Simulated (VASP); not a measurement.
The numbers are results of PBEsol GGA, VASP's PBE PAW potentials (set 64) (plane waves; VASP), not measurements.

Input for VASP

File KPOINTS:
```
Automatic mesh
0
Gamma
 5 5 5
```

INCAR:
```
! general
SYSTEM   =  CsPbCl3
PREC     =  Accurate
ENCUT    =  520
LREAL    =  .FALSE.
LASPH    =  .TRUE.

! electronic loop
EDIFF    =  1E-7
NELM     =  100
ALGO     =  Normal
LMAXMIX  =  4

! smearing
ISMEAR   =  -5

! functional
GGA      =  PS

! ions
ISIF     =  2

! output
LWAVE    =  .FALSE.
LCHARG   =  .TRUE.
LORBIT   =  11
NEDOS    =  601

! other
LEFG     =  .TRUE.
```

File POSCAR:
```
CsPbCl3
1
    5.6202322733    -0.0000000000    -0.0000000000
    0.0000000000     5.6202322733     0.0000000000
   -0.0000000000     0.0000000000     5.6202322733
Cs Pb Cl
1 1 3
Direct
  0.0000000000   0.0000000000   0.0000000000
  0.5000000000   0.5000000000   0.5000000000
  0.5000000000   0.0000000000   0.5000000000
  0.0000000000   0.5000000000   0.5000000000
  0.5000000000   0.5000000000   0.0000000000
```

POTCAR, in this order: Cs_sv Pb_d Cl (PBE.64 set). Program: vasp_std.

Output

**OUTCAR**
```
 ion  position               nearest neighbor table
   1  0.000  0.000  0.000-
   2  0.500  0.500  0.500-   3 2.81   4 2.81   5 2.81   5 2.81   3 2.81   4 2.81
   3  0.500  0.000  0.500-   2 2.81   2 2.81
   4  0.000  0.500  0.500-   2 2.81   2 2.81
   5  0.500  0.500  0.000-   2 2.81   2 2.81
  LATTYP: Found a simple cubic cell.
 ALAT       =     5.6202322733
 Subroutine PRICEL returns:
 Original cell was already a primitive cell.
 Subroutine GETGRP returns: Found 48 space group operations
The static configuration has the point symmetry O_h .
The dynamic configuration has the point symmetry O_h .
 Subroutine INISYM returns: Found 48 space group operations
 Subroutine IBZKPT returns following result:
 Found     10 irreducible k-points:

 Following reciprocal coordinates:
            Coordinates               Weight
  0.000000  0.000000  0.000000      1.000000
  0.200000  0.000000  0.000000      6.000000
  0.400000  0.000000  0.000000      6.000000
  0.200000  0.200000  0.000000     12.000000
  0.400000  0.200000  0.000000     24.000000
  0.400000  0.400000  0.000000     12.000000
  0.200000  0.200000  0.200000      8.000000
  0.400000  0.200000  0.200000     24.000000
  0.400000  0.400000  0.200000     24.000000
  0.400000  0.400000  0.400000      8.000000
   k-points           NKPTS =     10   k-points in BZ     NKDIM =     10   number of bands    NBANDS=     26
   number of dos      NEDOS =    601   number of ions     NIONS =      5
   total plane-waves  NPLWV =  74088
   dimension x,y,z NGX =    42 NGY =   42 NGZ =   42
   dimension x,y,z NGXF=    84 NGYF=   84 NGZF=   84
   ions per type =               1   1   3
   PREC   = accura    normal or accurate (medium, high low for compatibility)
   ISTART =      0    job   : 0-new  1-cont  2-samecut
   ICHARG =      2    charge: 1-file 2-atom 10-const
   ISPIN  =      1    spin polarized calculation?
   LNONCOLLINEAR =      F non collinear calculations
...
```

File OSZICAR:
```
       N       E                     dE             d eps       ncg     rms          rms(c)
DAV:   1     0.432489162394E+03    0.43249E+03   -0.19770E+04   520   0.157E+03
DAV:   2     0.353948890219E+02   -0.39709E+03   -0.38871E+03   664   0.362E+02
DAV:   3    -0.169368084838E+02   -0.52332E+02   -0.52083E+02   614   0.135E+02
DAV:   4    -0.190197481699E+02   -0.20829E+01   -0.20770E+01   704   0.345E+01
DAV:   5    -0.190944909552E+02   -0.74743E-01   -0.74691E-01   686   0.562E+00    0.532E+00
DAV:   6    -0.184145309943E+02    0.67996E+00   -0.15299E+00   694   0.144E+01    0.341E+00
DAV:   7    -0.183823343202E+02    0.32197E-01   -0.55656E-01   798   0.482E+00    0.159E+00
DAV:   8    -0.183904765663E+02   -0.81422E-02   -0.73864E-02   764   0.234E+00    0.286E-01
DAV:   9    -0.183898750971E+02    0.60147E-03   -0.17265E-02   782   0.109E+00    0.126E-01
DAV:  10    -0.183903858513E+02   -0.51075E-03   -0.17168E-03   684   0.297E-01    0.357E-02
DAV:  11    -0.183904548527E+02   -0.69001E-04   -0.16154E-04   694   0.926E-02    0.109E-02
DAV:  12    -0.183904597979E+02   -0.49452E-05   -0.29974E-05   668   0.697E-02    0.586E-03
DAV:  13    -0.183904597172E+02    0.80708E-07   -0.19313E-06   798   0.120E-02    0.278E-03
DAV:  14    -0.183904597549E+02   -0.37726E-07   -0.71041E-07   636   0.114E-02
   1 F= -.18390460E+02 E0= -.18390460E+02  d E =0.000000E+00
```

OUTCAR:
```
------------------------ aborting loop because EDIFF is reached ----------------------------------------
  FORCE on cell =-STRESS in cart. coord.  units (eV):
  Direction    XX          YY          ZZ          XY          YZ          ZX
  --------------------------------------------------------------------------------------
  Total       -0.1031530     -0.1031530     -0.1031530     -0.0000000     -0.0000000      0.0000000
  in kB       -0.9309573     -0.9309573     -0.9309573     -0.0000000     -0.0000000      0.0000000
  external PRESSURE =      -0.9309573 kB  Pullay stress =       0.0000000 kB
  volume of cell :      177.53
      direct lattice vectors                 reciprocal lattice vectors
     5.620232273  0.000000000  0.000000000     0.177928589  0.000000000  0.000000000
     0.000000000  5.620232273  0.000000000     0.000000000  0.177928589  0.000000000
     0.000000000  0.000000000  5.620232273     0.000000000  0.000000000  0.177928589
 POSITION                                       TOTAL-FORCE (eV/Angst)
 -----------------------------------------------------------------------------------
      0.00000      0.00000      0.00000         0.000000      0.000000      0.000000
      2.81012      2.81012      2.81012         0.000000      0.000000      0.000000
      2.81012      0.00000      2.81012         0.000000      0.000000      0.000000
      0.00000      2.81012      2.81012         0.000000      0.000000      0.000000
      2.81012      2.81012      0.00000         0.000000      0.000000      0.000000
 -----------------------------------------------------------------------------------
    total drift:                                0.000000     -0.000000     -0.000000
  FREE ENERGIE OF THE ION-ELECTRON SYSTEM (eV)
  ---------------------------------------------------
  free  energy   TOTEN  =       -18.3904597549 eV

  energy  without entropy=      -18.3904597549  energy(sigma->0) =      -18.39045975

 total charge

# of ion       s       p       d       tot
------------------------------------------
    1        1.840   4.701   0.011   6.552
    2        1.503   0.451   9.858  11.811
    3        1.590   3.497   0.000   5.088
    4        1.590   3.497   0.000   5.088
    5        1.590   3.497   0.000   5.088
--------------------------------------------------
tot          8.114  15.643   9.869  33.626
```
(Selected blocks of OUTCAR.)

The compound is CsPbCl3 in the cubic perovskite structure, the ideal cubic form; the compound distorts at low or room temperature. It was relaxed first.
